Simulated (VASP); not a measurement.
VASP ran on this input.

### INCAR
```
! general
SYSTEM   =  AsN
PREC     =  Accurate
ENCUT    =  400   ! plane-wave cut-off (eV)
LREAL    =  .FALSE.   ! projection in real space or not
LASPH    =  .TRUE.

! electronic loop
EDIFF    =  1E-6
NELM     =  100   ! most electronic steps
ALGO     =  Normal
LMAXMIX  =  4

! smearing
ISMEAR   =  -1
SIGMA    =  0.1   ! width (eV)

! functional
GGA      =  PS   ! PBEsol

! ions
ISIF     =  2   ! forces and stress, cell fixed

! output
LWAVE    =  .FALSE.
LCHARG   =  .FALSE.
```

### KPOINTS
```
Automatic mesh
0
Gamma
6 6 4
0 0 0
```

POSCAR:
```
AsN
1
    3.2488840000     0.0000000000     0.0000000000
   -1.6244420000     2.8136160000     0.0000000000
    0.0000000000     0.0000000000     4.5281490000
As N
2 2
Direct
  0.0000000000   0.0000000000   0.0000000000
  0.0000000000   0.0000000000   0.5000000000
  0.3333330000   0.6666670000   0.2500000000
  0.6666670000   0.3333330000   0.7500000000
```

POTCAR, in this order: As N (PBE.64 set). Program: vasp_std.

Task: Translate this PBEsol calculation to Quantum ESPRESSO's pw.x.

Result: One equivalent input (not run):
```
&CONTROL
  calculation = 'scf'
  pseudo_dir = './pseudo'
  outdir = './out'
  tprnfor = .true.
  tstress = .true.
/
&SYSTEM
  ibrav = 0
  nat = 4
  ntyp = 2
  ecutwfc = 84
  occupations = 'smearing'
  smearing = 'fermi-dirac'
  degauss = 0.00735
  input_dft = 'pbesol'
/
&ELECTRONS
  conv_thr = 7.3e-08
  electron_maxstep = 100
/
ATOMIC_SPECIES
  As 74.922 As.upf
  N 14.007 N.upf
CELL_PARAMETERS angstrom
     3.2488840    0.0000000    0.0000000
    -1.6244420    2.8136160    0.0000000
     0.0000000    0.0000000    4.5281490
ATOMIC_POSITIONS crystal
  As   0.0000000  0.0000000  0.0000000
  As   0.0000000  0.0000000  0.5000000
  N    0.3333330  0.6666670  0.2500000
  N    0.6666670  0.3333330  0.7500000
K_POINTS automatic
  6 6 4 0 0 0
```
What does not carry over: the potentials are each code's own (VASP's PAW set, PseudoDojo norm-conserving files in pw.x), so ENCUT and ecutwfc are chosen apart and not converted; conv_thr bounds pw.x's estimated SCF error, while EDIFF bounds the energy change between steps.

The structure was generated: AsN was put into an ordered model structure, which need not be its known phase. The cell was not relaxed at this level. The k-mesh is coarse (spacing up to 0.37 per Å, 2π included), so the numbers may not be converged in it. The run is one of a series of settings (GGA = PS against the base run), some of them coarse on purpose.
